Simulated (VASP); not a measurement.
```
CdSe
1.0
    2.19441    -3.80083     0.00000
    2.19441     3.80083     0.00000
    0.00000     0.00000     7.14421
Cd Se
2 2
Direct
  0.66667   0.33333   0.49998
  0.33333   0.66667   0.99998
  0.66667   0.33333   0.87602
  0.33333   0.66667   0.37602
```

These are TPSS meta-GGA, VASP's PBE PAW potentials (set 64) (plane waves; VASP 6.6.1) values and carry that method's errors. Numerical set-up: 520 eV cut-off, 7×7×4 Γ-centred mesh, tetrahedra with Blöchl corrections, potentials Cd Se.

### Question
Estimate the energy per atom (σ→0), band gap (over mesh and band path) with the smallest direct gap where there is one.

### Answer

```yaml
band gap (over mesh and band path): 0.76 eV
smallest direct gap (over mesh and band path): 0.76 eV
energy per atom (σ→0): -10.961 eV/atom
```

Total energies compare only between runs with the same potentials, cut-off and functional.

The compound is CdSe in the wurtzite structure. It was relaxed first, which changed the volume by +6 %.
